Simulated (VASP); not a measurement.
Crystal: Sn2HBr3.

```
Sn H Br
1.0
     4.14700    0.00000    0.00000
    -2.07350    3.59140    0.00000
     0.00000    0.00000   12.76644
Sn H Br
2 1 3
Direct
  0.33333 0.66667 0.43726
  0.33333 0.66667 0.01209
  0.66667 0.33333 0.05547
  0.66667 0.33333 0.57678
  0.00000 0.00000 0.29411
  0.00000 0.00000 0.87420
```

The cell was built by a generator and needn't be a form met in nature.

Base run:

```yaml
Program: VASP 6.6.1
Functional: HSE06
Potentials_or_basis: VASP PAW PBE potentials, release 64 (Sn_d, H, Br)
Cutoff: 520 eV
k_mesh: 6 × 6 × 2
Occupations: gaussian, width 0.02 eV
Spin: no spin polarisation
```

Its results: band gap on the k mesh 0.61 eV, direct; pressure -0.7 GPa; largest force 0.160 eV/Å.

Q: The run is repeated on the same cell with these changes: functional from HSE06 to PBE; further incar settings from ALGO = Normal; EDIFF = 1e-05 to ALGO = Normal; EDIFF = 1e-06. What comes out?

A: Band gap on the k mesh 0.41 eV, direct; pressure 0.0 GPa; largest force 0.020 eV/Å.

Caveats: spin-orbit coupling is left out, which moves the levels of the heavy elements; this functional lacks dispersion, which binds the layers, so the pressure and a relaxed spacing across them are unreliable; the PAW data sets were made with another functional, which shifts forces and pressure a little (some runs).

A k mesh can miss the band edges.

Not every run made on this cell is shown here.
